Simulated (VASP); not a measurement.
Method: PBE GGA, VASP's PBE PAW potentials (set 64) (plane waves; VASP 6.6.1).

Input for VASP

### POSCAR
```
FeO
1
    0.0000000000     2.1491170000     2.1491170000
    2.1491170000     0.0000000000     2.1491170000
    2.1491170000     2.1491170000     0.0000000000
Fe O
1 1
Direct
  0.0000000000   0.0000000000   0.0000000000
  0.5000000000   0.5000000000   0.5000000000
```

### INCAR
```
# general
SYSTEM  = FeO
PREC    = Accurate
ENCUT   = 320
LREAL   = F   # projection in real space or not
LASPH   = T

# electronic loop
EDIFF   = 1E-04   # SCF stop (eV)
NELM    = 100   # most electronic steps
ALGO    = Normal
LMAXMIX = 4   # l cut-off of mixed one-centre charges

# smearing
ISMEAR  = 0
SIGMA   = 0.2   # width (eV)

# functional
GGA     = PE

# ions
ISIF    = 2   # forces and stress, cell fixed

# output
LWAVE   = F
LCHARG  = F
```

KPOINTS:
```
Automatic mesh
0
Gamma
2 2 2
0 0 0
```

POTCAR, in this order: Fe O (PBE.64 set). Program: vasp_std.

The run wrote:

OUTCAR:
```
 ion  position               nearest neighbor table
   1  0.000  0.000  0.000-   2 2.15   2 2.15   2 2.15   2 2.15   2 2.15   2 2.15
   2  0.500  0.500  0.500-   1 2.15   1 2.15   1 2.15   1 2.15   1 2.15   1 2.15
  LATTYP: Found a face centered cubic cell.
 ALAT       =     4.2982340000
 Subroutine PRICEL returns:
 Original cell was already a primitive cell.
 Subroutine GETGRP returns: Found 48 space group operations
The static configuration has the point symmetry O_h .
The dynamic configuration has the point symmetry O_h .
 Subroutine INISYM returns: Found 48 space group operations
 Subroutine IBZKPT returns following result:
 Found      3 irreducible k-points:

 Following reciprocal coordinates:
            Coordinates               Weight
  0.000000  0.000000  0.000000      1.000000
  0.500000  0.000000  0.000000      4.000000
  0.500000  0.500000  0.000000      3.000000
   k-points           NKPTS =      3   k-points in BZ     NKDIM =      3   number of bands    NBANDS=     11
   number of dos      NEDOS =    301   number of ions     NIONS =      2
   total plane-waves  NPLWV =   5832
   dimension x,y,z NGX =    18 NGY =   18 NGZ =   18
   dimension x,y,z NGXF=    36 NGYF=   36 NGZF=   36
   ions per type =               1   1
...
```

File OSZICAR:
```
       N       E                     dE             d eps       ncg     rms          rms(c)
DAV:   1     0.660039311971E+02    0.66004E+02   -0.57955E+03    66   0.114E+03
DAV:   2    -0.111068347148E+02   -0.77111E+02   -0.70889E+02    66   0.257E+02
DAV:   3    -0.161055327001E+02   -0.49987E+01   -0.48270E+01    84   0.682E+01
DAV:   4    -0.161614031542E+02   -0.55870E-01   -0.55835E-01    69   0.793E+00
DAV:   5    -0.161618491236E+02   -0.44597E-03   -0.44596E-03    81   0.705E-01    0.130E+01
DAV:   6    -0.157744442168E+02    0.38740E+00   -0.32622E+01    69   0.764E+01    0.164E+01
DAV:   7    -0.137300088243E+02    0.20444E+01   -0.18303E+01    77   0.478E+01    0.446E+00
DAV:   8    -0.136701649087E+02    0.59844E-01   -0.45188E-01    77   0.725E+00    0.115E+00
DAV:   9    -0.136586342529E+02    0.11531E-01   -0.36219E-02    77   0.238E+00    0.352E-01
DAV:  10    -0.136585758217E+02    0.58431E-04   -0.47552E-03    77   0.832E-01    0.790E-02
DAV:  11    -0.136586053653E+02   -0.29544E-04   -0.44489E-04    57   0.213E-01
   1 F= -.13658605E+02 E0= -.13565559E+02  d E =-.186092E+00
```

File OUTCAR:
```
------------------------ aborting loop because EDIFF is reached ----------------------------------------
  FORCE on cell =-STRESS in cart. coord.  units (eV):
  Direction    XX          YY          ZZ          XY          YZ          ZX
  --------------------------------------------------------------------------------------
  Total       -6.3561846     -6.3561846     -6.3561846      0.0000000      0.0000000      0.0000000
  in kB     -512.9758345   -512.9758345   -512.9758345      0.0000000      0.0000000      0.0000000
  external PRESSURE =    -512.9758345 kB  Pullay stress =       0.0000000 kB
  volume of cell :       19.85
      direct lattice vectors                 reciprocal lattice vectors
     0.000000000  2.149117000  2.149117000    -0.232653690  0.232653690  0.232653690
     2.149117000  0.000000000  2.149117000     0.232653690 -0.232653690  0.232653690
     2.149117000  2.149117000  0.000000000     0.232653690  0.232653690 -0.232653690
 POSITION                                       TOTAL-FORCE (eV/Angst)
 -----------------------------------------------------------------------------------
      0.00000      0.00000      0.00000         0.000000      0.000000      0.000000
      2.14912      2.14912      2.14912        -0.000000      0.000000     -0.000000
 -----------------------------------------------------------------------------------
    total drift:                               -0.000000      0.000000     -0.000000
  FREE ENERGIE OF THE ION-ELECTRON SYSTEM (eV)
  ---------------------------------------------------
  free  energy   TOTEN  =       -13.6586053653 eV

  energy  without entropy=      -13.4725132380  energy(sigma->0) =      -13.56555930
```
(Selected blocks of OUTCAR.)

At this cut-off the stress carries a Pulay error, which pulls relaxed volumes low.

The structure comes from a computed database's FeO entry; how it stands against other phases isn't given here. The cell was not relaxed at this level. The k-mesh is coarse (spacing up to 1.27 per Å, 2π included), so the numbers may not be converged in it. The run is one of a series of settings (EDIFF = 1E-04, ENCUT = 320, ISPIN removed, the spin start removed, KPOINTS 2×2×2 Γ-centred mesh against the base run), some of them coarse on purpose. The run is not spin-polarised, so no magnetic state was tried.
